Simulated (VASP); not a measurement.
An input for Quantum ESPRESSO's pw.x (written as the equivalent of a VASP run, and not itself run):

```
&CONTROL
  calculation = 'scf'
  pseudo_dir = './pseudo'
  outdir = './out'
  tprnfor = .true.
  tstress = .true.
/
&SYSTEM
  ibrav = 0
  nat = 2
  ntyp = 1
  ecutwfc = 84
  occupations = 'tetrahedra'
  input_dft = 'revpbe'
/
&ELECTRONS
  conv_thr = 7.3e-09
  electron_maxstep = 100
/
ATOMIC_SPECIES
  Zn 65.380 Zn.upf
CELL_PARAMETERS angstrom
     1.3530704   -2.3435872    0.0000000
     1.3530704    2.3435872    0.0000000
     0.0000000    0.0000000    4.9206857
ATOMIC_POSITIONS crystal
  Zn   0.3333330  0.6666670  0.2500000
  Zn   0.6666670  0.3333330  0.7500000
K_POINTS automatic
  17 17 8 0 0 0
```

Problem. Write the VASP files for the same calculation (revPBE).

Solution. One answer among several that fit: 
**INCAR**
```
ALGO=Normal
EDIFF=1E-7
ENCUT=520
GGA=RE
ISIF=2
ISMEAR=-5
LASPH=.True.
LCHARG=.True.
LMAXMIX=4
LORBIT=11
LREAL=.False.
LWAVE=.False.
NEDOS=601
NELM=100
PREC=Accurate
SYSTEM=Zn
```

File KPOINTS:
```
Automatic mesh
0
Gamma
17 17 8
0 0 0
```

### POSCAR
```
Zn
4.9206860
  0.2749759777  -0.4762724552   0.0000000000
  0.2749759777   0.4762724552   0.0000000000
  0.0000000000   0.0000000000   0.9999999423
Zn
2
Direct
  0.3333330000   0.6666670000   0.2500000000
  0.6666670000   0.3333330000   0.7500000000
```

POTCAR, in this order: Zn (PBE.64 set). Program: vasp_std.

Limits of the translation: the potentials are each code's own (VASP's PAW set, PseudoDojo norm-conserving files in pw.x), so ENCUT and ecutwfc are chosen apart and not converted; conv_thr bounds pw.x's estimated SCF error, while EDIFF bounds the energy change between steps.

The compound is Zn in the hcp structure. It was relaxed first.
